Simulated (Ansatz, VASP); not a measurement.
# BaWO4 in two plane-wave programs, part 3 of 3

Aim: how closely do two programs agree when they are given the same cell, functional and k mesh? Of the first pair: The structure shown is the end of the VASP relaxation below. Valence electrons are named where the data sets of a main pair hold unlike numbers.

VASP 6.6.1 and Ansatz 0.2.0.

So far. Step 3 (Ansatz: single point, PBEsol): The run ends at a pressure of -3.38 GPa, with forces up to 0.38 eV/Å.

## Step 7: VASP: band structure, PBEsol

Level of this step: PBEsol, no spin polarisation; plane waves and PAW (Ba_sv, W, O) (VASP).

The same cell, functional, mesh and smearing now go to VASP, with its own data sets.

Input file INCAR:

```
SYSTEM = BaWO4
PREC = Accurate
ENCUT = 520
EDIFF = 1E-06
NELM = 100
ISMEAR = 0
SIGMA = 0.02
LREAL = .FALSE.
ALGO = Normal
GGA = PS
NBANDS = 68
LORBIT = 11
LWAVE = .FALSE.
LCHARG = .FALSE.
KPAR = 8
ISIF = 2
```

Input file POSCAR:

```
BaWO4
1.0
   -2.8333660000      2.8333660000      6.3692670000
    2.8333660000     -2.8333660000      6.3692670000
    2.8333660000      2.8333660000     -6.3692670000
Ba W O
2 2 8
Direct
    0.2500000000      0.7500000000      0.5000000000
    0.5000000000      0.5000000000      0.0000000000
    0.7500000000      0.2500000000      0.5000000000
    0.0000000000      0.0000000000      0.0000000000
    0.1525038920      0.0469695470      0.3570347743
    0.6899347727      0.7954691176      0.6429652257
    0.0600652273      0.4545308824      0.8570347743
    0.5454691176      0.4025038920      0.6055343449
    0.2045308824      0.8474961080      0.8944656551
    0.9530304530      0.3100652273      0.1055343449
    0.7969695470      0.9399347727      0.3944656551
    0.5974961080      0.2030304530      0.1429652257
```

Input file KPOINTS:

```
Automatic mesh
0
Gamma
10 10 10
0 0 0
```

Input file KPOINTS_OPT:

```
Line mode
24
Line-mode
Reciprocal
  0.00000000   0.00000000   0.00000000 GAMMA
  0.50000000  -0.50000000   0.00000000 X

  0.50000000  -0.50000000   0.00000000 X
  0.50000000  -0.50000000   0.09894559 Y

  0.50000000  -0.50000000   0.09894559 Y
  0.29947280  -0.29947280   0.29947280 S

  0.29947280  -0.29947280   0.29947280 S
  0.00000000   0.00000000   0.00000000 GAMMA

  0.00000000   0.00000000   0.00000000 GAMMA
  0.50000000   0.50000000  -0.50000000 Z

  0.50000000   0.50000000  -0.50000000 Z
  0.70052720   0.29947280  -0.29947280 S1

  0.70052720   0.29947280  -0.29947280 S1
  0.50000000   0.00000000   0.00000000 N

  0.50000000   0.00000000   0.00000000 N
  0.75000000  -0.25000000  -0.25000000 P

  0.75000000  -0.25000000  -0.25000000 P
  0.90105441   0.09894559  -0.50000000 Y1

  0.90105441   0.09894559  -0.50000000 Y1
  0.50000000   0.50000000  -0.50000000 Z

  0.50000000  -0.50000000   0.00000000 X
  0.75000000  -0.25000000  -0.25000000 P
```

The projector-augmented-wave data sets are Ba_sv, W and O (PBE family, release 64).

Started as:

```console
$ mpirun -np 8 vasp_std
```

Numbers of over 12 decimals in the logs are rounded to 6 here.

What it wrote:

```text
[banner, memory and clock lines left out]
running    8 mpi-ranks, on    1 nodes
[...]
[... a notice as in an earlier step ...]

 [... a notice as in an earlier step ...]

 LDA part: xc-table for (Slater+PW92), standard interpolation
 POSCAR, INCAR and KPOINTS ok, starting setup
[...]
entering main loop
       N       E                     dE             d eps       ncg     rms          rms(c)
DAV:   1     0.474065426106E+03    0.47407E+03   -0.38847E+04 19848   0.108E+03
DAV:   2    -0.884773771329E+02   -0.56254E+03   -0.53097E+03 25608   0.272E+02
DAV:   3    -0.125112622341E+03   -0.36635E+02   -0.36228E+02 23632   0.699E+01
DAV:   4    -0.125863393670E+03   -0.75077E+00   -0.74835E+00 28492   0.914E+00
[...]
DAV:  13    -0.104977463519E+03   -0.31159E-04   -0.35464E-05 24160   0.203E-02    0.518E-02
DAV:  14    -0.104977470478E+03   -0.69591E-05   -0.96734E-06 20916   0.122E-02    0.241E-02
DAV:  15    -0.104977470929E+03   -0.45096E-06   -0.96447E-07 17848   0.486E-03
   1 F= -.10497747E+03 E0= -.10497747E+03  d E =-.111434E-24
 Start KPOINTS_OPT (optional k-point list driver)
k-point batch [1-144\264]
       N       E                     dE             ncg
DAV:   1     0.147197244223E+04   -0.17959E+06    19592
DAV:   2    -0.754282637608E+05   -0.76900E+05    24940
DAV:   3    -0.807820510829E+05   -0.53538E+04    23328
DAV:   4    -0.808948236792E+05   -0.11277E+03    28648
[...]
DAV:   8    -0.808957349107E+05   -0.22279E-04    18640
DAV:   9    -0.808957349119E+05   -0.11214E-05    14164
DAV:  10    -0.808957349121E+05   -0.25834E-06    13160
k-point batch [145-264\264]
       N       E                     dE             ncg
DAV:   1     0.344387652549E+05   -0.21193E+06    16344
DAV:   2    -0.297828632228E+05   -0.64222E+05    20720
DAV:   3    -0.342389710019E+05   -0.44561E+04    19120
DAV:   4    -0.343355009104E+05   -0.96530E+02    23712
DAV:   5    -0.343361733003E+05   -0.67239E+00    19360
DAV:   6    -0.343361900370E+05   -0.16737E-01    20332
DAV:   7    -0.343361904173E+05   -0.38032E-03    19036
DAV:   8    -0.343361904311E+05   -0.13857E-04    14628
DAV:   9    -0.343361904320E+05   -0.83807E-06    11128
```

OUTCAR, selected parts (step 7):

```text
  Total       -1.6033377     -1.6033377     -1.4841313      0.0000000     -0.0000000      0.0000000
  in kB      -12.5597441    -12.5597441    -11.6259405      0.0000000     -0.0000000      0.0000000
  external PRESSURE =     -12.2484762 kB  Pullay stress =       0.0000000 kB

 POSITION                                       TOTAL-FORCE (eV/Angst)
 -----------------------------------------------------------------------------------
      2.83337      0.00000      3.18463         0.000000     -0.000000      0.000000
      0.00000      0.00000      6.36927         0.000000     -0.000000      0.000000
      0.00000      2.83337      3.18463         0.000000     -0.000000      0.000000
      0.00000      0.00000      0.00000         0.000000     -0.000000      0.000000
      0.71259      1.31063     -1.00355        -0.003518      0.002394     -0.000793
      2.12077      1.52274      5.36572         0.003518     -0.002394     -0.000793
      3.54596      1.31063     -2.18108        -0.003518      0.002394      0.000793
      1.31063      2.12077      2.18108         0.002394      0.003518     -0.000793
      4.35610      0.71259      1.00355        -0.002394     -0.003518      0.000793
     -1.52274      2.12077      7.37282         0.002394      0.003518      0.000793
      1.52274      0.71259      8.55035        -0.002394     -0.003518     -0.000793
     -0.71259      1.52274      4.18818         0.003518     -0.002394      0.000793
 -----------------------------------------------------------------------------------
    total drift:                               -0.000000     -0.000000      0.000000

  FREE ENERGIE OF THE ION-ELECTRON SYSTEM (eV)
  ---------------------------------------------------
  free  energy   TOTEN  =      -104.9774709287 eV

  energy  without entropy=     -104.9774709287  energy(sigma->0) =     -104.97747093

[... 1 part as in an earlier step ...]

[... 2 further parts left out ...]
[key lines of the parts left out:]
E-fermi :   0.0827
```

The run ends at a pressure of -1.22 GPa, with forces up to 0.0043 eV/Å.

## Step 8: Differences

What differs besides the data sets and the points named for the pairs above, as far as they apply: the data sets hold 96 valence electrons in Ansatz (on its default PAW (the set named soft_2) files) and 80 in VASP. Total energies have different zeros and are not compared.

Compared:

```tsv
quantity	Ansatz	VASP	difference
pressure (GPa)	-3.38	-1.22	-2.16
pressure without Ansatz's Pulay correction (GPa)	-3.88	-1.22	-2.65
gap over the path points (eV)	4.635	4.566	+0.069
```

Levels at points of the path, from each program's valence-band top (eV; 4 filled, then empty):

```tsv
k (reciprocal lattice)	Ansatz	VASP
0.000 0.000 0.000	-0.48 -0.25 0.00 0.00 4.66 4.88 5.06	-0.48 -0.24 0.00 0.00 4.58 4.81 5.02
0.196 -0.196 0.000	-0.42 -0.30 -0.22 -0.06 4.78 4.96 5.03	-0.42 -0.30 -0.22 -0.05 4.71 4.89 4.98
0.391 -0.391 0.000	-0.37 -0.35 -0.23 -0.21 4.79 4.83 5.14	-0.37 -0.34 -0.23 -0.20 4.72 4.77 5.08
0.500 -0.500 0.013	-0.34 -0.34 -0.26 -0.25 4.77 4.80 5.21	-0.33 -0.33 -0.26 -0.24 4.70 4.73 5.16
0.500 -0.500 0.052	-0.34 -0.33 -0.27 -0.22 4.74 4.85 5.20	-0.33 -0.32 -0.27 -0.21 4.66 4.78 5.14
0.500 -0.500 0.090	-0.34 -0.32 -0.25 -0.18 4.72 4.91 5.16	-0.34 -0.32 -0.25 -0.18 4.65 4.85 5.10
0.448 -0.448 0.151	-0.35 -0.33 -0.17 -0.11 4.74 4.97 5.08	-0.35 -0.32 -0.17 -0.11 4.67 4.91 5.02
0.369 -0.369 0.230	-0.40 -0.32 -0.13 -0.07 4.87 4.97 5.01	-0.40 -0.31 -0.13 -0.07 4.80 4.91 4.95
0.299 -0.299 0.299	-0.39 -0.28 -0.17 -0.09 4.92 4.97 5.04	-0.39 -0.28 -0.16 -0.09 4.86 4.90 4.98
0.182 -0.182 0.182	-0.39 -0.33 -0.18 -0.13 4.86 5.03 5.04	-0.39 -0.34 -0.19 -0.12 4.80 4.97 4.98
```

At this near-relaxed geometry the largest component of a force difference is 270 meV/Å. Among the levels compared at these points, filled levels agree within 12 meV and empty ones within 78 meV. Ansatz's pressure holds a Pulay correction of 0.50 GPa; VASP's holds none.

## Step 9: Other set-ups

Further runs change the set-up of one program: Ansatz's method, potentials or start, or VASP's data sets, cutoff or form of LDA. The table gives Ansatz less VASP for each quantity, since a change that brings one quantity closer may part another.

```tsv
run	r.m.s. force difference (meV/Å)	pressure (GPa)	gap over the path points (eV)	pressure without Ansatz's Pulay correction (GPa)
as above	179	-2.2	0.069	-2.7
cores kept as stored	177	-2.1	0.070	-2.6
```

## Step 10: Outcome

```
r.m.s. force difference (single point, PBEsol)                  : 179 meV/Å
difference in pressure (single point, PBEsol)                   : -2.2 GPa
difference in gap on the k mesh (single point, PBEsol)          : 0.067 eV
r.m.s. force difference (band structure, PBEsol)                : 179 meV/Å
difference in pressure (band structure, PBEsol)                 : -2.2 GPa
difference in gap over the path points (band structure, PBEsol) : 0.069 eV
```

**Reading.** The r.m.s. force difference is 179 meV/Å (band structure, PBEsol), beyond the 12 meV/Å picked in this series as the mark of a large difference. The data sets hold unlike numbers of valence electrons (96 in Ansatz and 80 in VASP), so part of the differences comes from the potentials. By the marks of this series, far apart in the single point, PBEsol pair: the r.m.s. force difference, 179 meV/Å and the difference in pressure, -2.2 GPa. Single point, PBEsol, norm-conserving potentials (cutoff 1143 eV): r.m.s. force difference goes from 179 to 226 meV/Å. By the marks of this series, far apart in the band structure, PBEsol pair: the r.m.s. force difference, 179 meV/Å and the difference in pressure, -2.2 GPa. For band structure, PBEsol, no further run moves any of the tabulated differences by more than a quarter of its size. 2 further runs of this series are not shown here. Such differences can come from data sets, numerical settings and the points named under the comparisons, not from the functional's error against experiment.

[Lines on the potential files, build, host, timing and source positions are cut from VASP's logs without a mark.]

[Logs are printed without paths, hosts, clocks, repeated set-up lines and the standing remarks that a program may print on its own settings, such as how far it seeks lower states.]

[Hosts, paths, dates, database ids (printed as entryN), source tags and the programs' standing remarks are cut or masked in the printed files.]
